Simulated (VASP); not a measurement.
# TiTe2: how numerical settings change the zone-centre modes, part 2 of 2

How far do the zone-centre frequencies of TiTe2 depend on the numerical settings? The starting structure is a measured crystal structure from the Crystallography Open Database.

VASP 6.6.1.

Results so far: reference A2u 287.8 cm⁻¹.

**3. Modes with a 6×6×3 mesh**

Level of this step: LDA, no spin polarisation; plane waves and PAW (Te, Ti_sv) (VASP).

Against step 2 the input has a 6×6×3 mesh.

Contents of INCAR:

```
SYSTEM = TiTe2
PREC = Accurate
ENCUT = 450
EDIFF = 1E-08
NELM = 100
ISMEAR = 1
SIGMA = 0.15
LREAL = .FALSE.
ALGO = Normal
GGA = CA
NBANDS = 18
LORBIT = 11
LWAVE = .FALSE.
LCHARG = .FALSE.
KPAR = 2
IBRION = 8
ISIF = 2
```

Contents of POSCAR:

```
TiTe2
1.0
    3.6675315772      0.0000000000      0.0000000000
   -1.8337657886      3.1761755151      0.0000000000
    0.0000000000      0.0000000000      6.3265477640
Te Ti
2 1
Direct
    0.3333333333      0.6666666667      0.7300513628
    0.6666666667      0.3333333333      0.2699486372
    0.0000000000      0.0000000000      0.0000000000
```

Contents of KPOINTS:

```
Automatic mesh
0
Gamma
6 6 3
0 0 0
```

Potentials, in the order of the species: Te and Ti_sv (LDA family, release 64).

Command:

```bash
mpirun -np 2 vasp_std
```

The program printed:

```text
[... set-up lines as in an earlier step ...]
 entering main loop
       N       E                     dE             d eps       ncg     rms          rms(c)
DAV:   1     0.171923242105E+03    0.17192E+03   -0.10209E+04   612   0.112E+03
DAV:   2    -0.409206820452E+01   -0.17602E+03   -0.17216E+03   654   0.302E+02
DAV:   3    -0.197639752145E+02   -0.15672E+02   -0.15392E+02   982   0.832E+01
DAV:   4    -0.202307310711E+02   -0.46676E+00   -0.46513E+00   772   0.135E+01
[...]
DAV:  16    -0.183371481596E+02    0.23889E-06   -0.49861E-07   704   0.601E-03    0.433E-03
DAV:  17    -0.183371481048E+02    0.54856E-07   -0.19751E-07   816   0.322E-03    0.143E-03
DAV:  18    -0.183371480994E+02    0.53833E-08   -0.35012E-08   546   0.130E-03
   1 F= -.18337148E+02 E0= -.18338301E+02  d E =0.346011E-02
 Linear response reoptimize wavefunctions to high precision
DAV:   1    -0.183371480995E+02   -0.14143E-09   -0.22726E-09   448   0.391E-04
DAV:   2    -0.183371480996E+02   -0.57753E-10   -0.28270E-10   360   0.137E-04
 Linear response DOF=           4
 Linear response progress:
[...]
RMM:  27    -0.678384022139E+00   -0.28693E-07   -0.96799E-07  2811   0.379E-04    0.295E-05
RMM:  28    -0.678383995462E+00    0.26677E-07   -0.90285E-07  2622   0.358E-04    0.320E-05
RMM:  29    -0.678384027365E+00   -0.31903E-07   -0.87303E-07  2761   0.342E-04    0.327E-05
 first order change of Fermi-energy  -0.24513E-03
 force on displaced ion       3 direction 1 :  -6.487   0.000   0.000
 Linear response progress:
  Degree of freedom:   4/  4
       N       E                     dE             d eps       ncg     rms          rms(c)
RMM:   1    -0.726481022451E+00   -0.72648E+00    0.20798E+01   623   0.130E+02
RMM:   2    -0.681659724574E+00    0.44821E-01   -0.38480E-01  1022   0.476E+00    0.206E-01
RMM:   3    -0.679934029688E+00    0.17257E-02   -0.26943E-02  1180   0.103E+00    0.100E-01
RMM:   4    -0.680538894997E+00   -0.60487E-03   -0.16866E-02  1303   0.449E-01    0.507E-02
[...]
RMM:  22    -0.681975371191E+00   -0.40490E-07   -0.43902E-06  1516   0.112E-03    0.588E-04
RMM:  23    -0.681975558695E+00   -0.18750E-06   -0.35604E-06  1288   0.102E-03    0.590E-04
RMM:  24    -0.681975633099E+00   -0.74403E-07   -0.28225E-06  1425   0.922E-04    0.604E-04
 first order change of Fermi-energy   0.30158E-02
 force on displaced ion       3 direction 3 :  -0.000  -0.000 -14.095
 Linear response finished
```

Run time: 4.7 min. Hardware: 2 MPI ranks of AMD EPYC 7R43, shared host; peak memory 0.49 GiB; 9.4 min of CPU time.

From OUTCAR (step 3):

```text
  Total        0.1964397      0.1964397     -0.5055195      0.0000000      0.0000000      0.0000000
  in kB        4.2706571      4.2706571    -10.9901433      0.0000000      0.0000000      0.0000000
  external PRESSURE =      -0.8162764 kB  Pullay stress =       0.0000000 kB

 POSITION                                       TOTAL-FORCE (eV/Angst)
 -----------------------------------------------------------------------------------
     -0.00000      2.11745      4.61870         0.000000     -0.000000      0.116276
      1.83377      1.05873      1.70784        -0.000000      0.000000     -0.116276
      0.00000      0.00000      0.00000        -0.000000      0.000000     -0.000000
 -----------------------------------------------------------------------------------
    total drift:                               -0.000000     -0.000000     -0.000000

[... 1 part as in an earlier step ...]

[... 1 further part left out ...]
```

With a 6×6×3 mesh the modes are A2u 308.3, Eu 209.1, A1g 148.0, Eg 102.3 cm⁻¹; the largest shift is +20.6 cm⁻¹, in Eu, from the reference.

**4. Modes with a cutoff of 270 eV**

Against step 2 the input has ENCUT = 270.

INCAR: that of step 3 with these lines changed.

```diff
@@ -2,3 +2,3 @@
 PREC = Accurate
-ENCUT = 450
+ENCUT = 270
 EDIFF = 1E-08
```

POSCAR is that of step 3.

Contents of KPOINTS:

```
Automatic mesh
0
Gamma
12 12 6
0 0 0
```

Command:

```bash
mpirun -np 2 vasp_std
```

The program printed:

```text
[... set-up lines as in an earlier step ...]
 entering main loop
       N       E                     dE             d eps       ncg     rms          rms(c)
DAV:   1     0.123803537778E+03    0.12380E+03   -0.77812E+03  3712   0.801E+02
DAV:   2    -0.115014515959E+02   -0.13530E+03   -0.13247E+03  4262   0.244E+02
DAV:   3    -0.200263313419E+02   -0.85249E+01   -0.83993E+01  4820   0.626E+01
DAV:   4    -0.202682004635E+02   -0.24187E+00   -0.24152E+00  4786   0.103E+01
[...]
DAV:  17    -0.183435699812E+02    0.64783E-07   -0.44443E-08  4028   0.141E-03    0.129E-03
DAV:  18    -0.183435699330E+02    0.48226E-07   -0.77703E-08  3770   0.196E-03    0.408E-04
DAV:  19    -0.183435699231E+02    0.98626E-08   -0.51110E-09  2130   0.662E-04
   1 F= -.18343570E+02 E0= -.18343998E+02  d E =0.128568E-02
 Linear response reoptimize wavefunctions to high precision
DAV:   1    -0.183435699237E+02   -0.60618E-09   -0.35293E-10  2214   0.135E-04
DAV:   2    -0.183435699237E+02    0.90949E-11   -0.64793E-11  2078   0.673E-05
 Linear response DOF=           4
 Linear response progress:
[...]
RMM:  16    -0.668821870934E+00   -0.21297E-06   -0.20431E-06 21797   0.887E-04    0.501E-05
RMM:  17    -0.668821990722E+00   -0.11979E-06   -0.19085E-06 21790   0.783E-04    0.501E-05
RMM:  18    -0.668821975665E+00    0.15058E-07   -0.16381E-06 22860   0.700E-04    0.526E-05
 first order change of Fermi-energy  -0.93341E-03
 force on displaced ion       3 direction 1 :  -5.276   0.000   0.000
 Linear response progress:
  Degree of freedom:   4/  4
       N       E                     dE             d eps       ncg     rms          rms(c)
RMM:   1    -0.715845892540E+00   -0.71585E+00    0.23126E+01  3616   0.127E+02
RMM:   2    -0.663641374834E+00    0.52205E-01   -0.42462E-01  5970   0.467E+00    0.211E-01
RMM:   3    -0.661741735576E+00    0.18996E-02   -0.28318E-02  7010   0.102E+00    0.100E-01
RMM:   4    -0.662341997568E+00   -0.60026E-03   -0.15048E-02  8123   0.442E-01    0.471E-02
[...]
RMM:  15    -0.663648241174E+00   -0.21363E-06   -0.62203E-06  8505   0.174E-03    0.131E-04
RMM:  16    -0.663648254434E+00   -0.13260E-07   -0.59187E-06  8322   0.156E-03    0.115E-04
RMM:  17    -0.663648413420E+00   -0.15899E-06   -0.52454E-06  8979   0.139E-03    0.131E-04
 first order change of Fermi-energy   0.15609E-02
 force on displaced ion       3 direction 3 :  -0.000  -0.000 -12.266
 Linear response finished
```

It took 6.8 min on 2 MPI ranks; peak memory 0.97 GiB.

From OUTCAR (step 4):

```text
  Total       -0.1166496     -0.1166496     -0.1040072      0.0000000      0.0000000      0.0000000
  in kB       -2.5359977     -2.5359977     -2.2611477      0.0000000      0.0000000      0.0000000
  external PRESSURE =      -2.4443811 kB  Pullay stress =       0.0000000 kB

 POSITION                                       TOTAL-FORCE (eV/Angst)
 -----------------------------------------------------------------------------------
     -0.00000      2.11745      4.61870         0.000000     -0.000000     -0.017130
      1.83377      1.05873      1.70784        -0.000000      0.000000      0.017130
      0.00000      0.00000      0.00000         0.000000      0.000000      0.000000
 -----------------------------------------------------------------------------------
    total drift:                               -0.000000     -0.000000      0.000000

[... 1 part as in an earlier step ...]

[... 1 further part left out ...]
```

With a cutoff of 270 eV the modes are A2u 287.8, Eu 188.7, A1g 151.0, Eg 104.4 cm⁻¹; the largest shift is +0.3 cm⁻¹, in A1g, from the reference.

**5. Modes with a 14×14×8 mesh**

Against step 2 the input has a 14×14×8 mesh.

INCAR: that of step 4 with these lines changed.

```diff
@@ -2,3 +2,3 @@
 PREC = Accurate
-ENCUT = 270
+ENCUT = 450
 EDIFF = 1E-08
```

POSCAR is that of step 4.

Contents of KPOINTS:

```
Automatic mesh
0
Gamma
14 14 8
0 0 0
```

Command:

```bash
mpirun -np 2 vasp_std
```

The program printed:

```text
[... set-up lines as in an earlier step ...]
 entering main loop
       N       E                     dE             d eps       ncg     rms          rms(c)
DAV:   1     0.166761783854E+03    0.16676E+03   -0.10076E+04  6048   0.113E+03
DAV:   2    -0.511644743249E+01   -0.17188E+03   -0.16829E+03  6534   0.297E+02
DAV:   3    -0.197723558102E+02   -0.14656E+02   -0.14336E+02  9392   0.812E+01
DAV:   4    -0.202556879661E+02   -0.48333E+00   -0.48007E+00  7694   0.138E+01
[...]
DAV:  16    -0.183423580644E+02    0.27518E-06   -0.12176E-06  8274   0.673E-03    0.255E-03
DAV:  17    -0.183423580479E+02    0.16460E-07   -0.45333E-08  6740   0.136E-03    0.123E-03
DAV:  18    -0.183423580385E+02    0.93614E-08   -0.83195E-08  6418   0.193E-03
   1 F= -.18342358E+02 E0= -.18342347E+02  d E =-.339775E-04
 Linear response reoptimize wavefunctions to high precision
DAV:   1    -0.183423580384E+02    0.13597E-09   -0.54219E-09  6142   0.688E-04
DAV:   2    -0.183423580384E+02   -0.45475E-10   -0.16585E-10  3592   0.103E-04
 Linear response DOF=           4
 Linear response progress:
[...]
Linear response progress:
  Degree of freedom:   2/  4
       N       E                     dE             d eps       ncg     rms          rms(c)
RMM:   1    -0.678014195860E-01   -0.67801E-01    0.30192E-02 14565   0.134E+00
RMM:   2    -0.650447619935E-01    0.27567E-02   -0.40797E-03 12604   0.375E-01    0.162E-01
RMM:   3    -0.652346758859E-01   -0.18991E-03   -0.13288E-03 12106   0.249E-01    0.124E-01
RMM:   4    -0.651330374025E-01    0.10164E-03   -0.47052E-04 11944   0.164E-01    0.643E-02
[...]
RMM:  13    -0.651956257531E-01    0.39965E-07   -0.23114E-07 14594   0.266E-04    0.422E-05
RMM:  14    -0.651956179446E-01    0.78084E-08   -0.22687E-07 15544   0.171E-04    0.146E-05
RMM:  15    -0.651956204175E-01   -0.24729E-08   -0.42826E-08 15593   0.111E-04    0.121E-05
 first order change of Fermi-energy  -0.29700E+00
 force on displaced ion       1 direction 3 :  -0.000  -0.000  -8.258
 Linear response progress:
  Degree of freedom:   3/  4
       N       E                     dE             d eps       ncg     rms          rms(c)
RMM:   1    -0.724557351208E+00   -0.72456E+00    0.13688E+01 15483   0.128E+02
RMM:   2    -0.680618565786E+00    0.43939E-01   -0.44461E-01 26546   0.523E+00    0.189E-01
RMM:   3    -0.677634284186E+00    0.29843E-02   -0.24549E-02 30369   0.115E+00    0.912E-02
```

The job ended after 18 min (2 MPI ranks).

The run was stopped at its time limit.

**6. Comparison**

| run | ended | A2u | Eu | A1g | Eg | core minutes |
| --- | --- | --- | --- | --- | --- | --- |
| reference | converged | 287.8 | 188.5 | 150.7 | 104.1 | 44.8 |
| a 6×6×3 mesh | converged | 308.3 | 209.1 | 148.0 | 102.3 | 9.47 |
| a cutoff of 270 eV | converged | 287.8 | 188.7 | 151.0 | 104.4 | 13.5 |
| a 14×14×8 mesh | cut off by time | - | - | - | - | 36.5 |

Modes are in cm⁻¹, degenerate ones as one, matched between runs by symmetry and order. A number in brackets counts the listed modes of one symmetry from the lowest. The symmetry labels come from an automatic analysis and can be wrong where levels nearly coincide. Core minutes are wall time times ranks of the run shown, on a shared host.

**7. Results**

```yaml
a2u_reference: 287.8 cm⁻¹
eg_reference: 104.1 cm⁻¹
a2u_a_6x6x3_mesh: 308.3 cm⁻¹
eg_a_6x6x3_mesh: 102.3 cm⁻¹
a2u_a_cutoff_of_270_ev: 287.8 cm⁻¹
eg_a_cutoff_of_270_ev: 104.4 cm⁻¹
```

What this shows: The largest change comes with a 6×6×3 mesh: +20.6 cm⁻¹ in Eu. No finer setting gave a result, so this doesn't show that the reference is converged. These runs have no gap; if the crystal is a semiconductor, they miss the splitting of its polar modes and hang more on mesh and smearing. No result to use came from a 14×14×8 mesh. Further runs on this material are not shown.

[Lines on the potential files, build, host, timing and source positions are cut from VASP's logs without a mark.]

[Logs are printed without paths, hosts, clocks, repeated set-up lines and the standing remarks that a program may print on its own settings, such as how far it seeks lower states.]

[Hosts, paths, dates, database ids (printed as entryN), source tags and the programs' standing remarks are cut or masked in the printed files.]
